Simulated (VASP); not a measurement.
An input for Ansatz (written as the equivalent of a VASP run, and not itself run):

Ansatz 0.2 input:
```yaml
crystal:
  lattice:
    - [1.6684749, -5.5768722, 0.0000000]
    - [1.6684749, 5.5768722, 0.0000000]
    - [0.0000000, 0.0000000, 4.4514722]
  atoms:
    - { symbol: P, position: [0.0954649, 0.9045351, 0.9169396] }
    - { symbol: P, position: [0.4045351, 0.5954649, 0.4169396] }
    - { symbol: P, position: [0.5954649, 0.4045351, 0.5830604] }
    - { symbol: P, position: [0.9045351, 0.0954649, 0.0830604] }
kpoints:
  mp_grid: { grid: [6, 6, 5] }
hamiltonian:
  xc: pbe
  pseudopotentials: { kind: paw }
scf:
  occupations: { method: gaussian, width: 0.05 }
  max_iter: 100
relax:
  max_steps: 60
  f_tol: 0.02
  cell: {}
output: { forces: true, stress: true, eigenvalues: true }
```

Write the VASP files for the same calculation (PBE).

This is not unique; one that fits is 
**POSCAR**
```
P
1
    1.6684748675    -5.5768721883    -0.0000000000
    1.6684748675     5.5768721883     0.0000000000
    0.0000000000     0.0000000000     4.4514721734
P
4
Direct
  0.0954648751   0.9045351249   0.9169396102
  0.4045351249   0.5954648751   0.4169396102
  0.5954648751   0.4045351249   0.5830603898
  0.9045351249   0.0954648751   0.0830603898
```

### KPOINTS
```
kpoints
0
Gamma
6 6 5
0 0 0
```

**INCAR**
```
NSW  =  60   # most ionic steps
ALGO  =  Normal   # blocked Davidson
ISMEAR  =  0   # Gaussian
NELM  =  100   # most electronic steps
ISIF  =  3
LWAVE  =  .FALSE.
SIGMA  =  0.05
LREAL  =  .FALSE.   # projection in real space or not
LASPH  =  .TRUE.   # aspherical one-centre terms
GGA  =  PE
EDIFFG  =  -0.02   # ionic stop
EDIFF  =  1E-6
LCHARG  =  .FALSE.
ENCUT  =  520
SYSTEM  =  P
PREC  =  Accurate
IBRION  =  2
```

POTCAR, in this order: P (PBE.64 set). Program: vasp_std.

The two are equivalent in intent, not identical: each code has its own PAW files, so the cut-off isn't converted (ENCUT is set for VASP's; basis.ecutwfc is left out, and Ansatz then takes the one that its files recommend); Ansatz stops its SCF on the density residual and VASP on the energy change (EDIFF).

The compound is P in the black structure. This run relaxes it. Symmetry was kept, so distortions that lower it aren't found. The start is the result of an earlier pass.
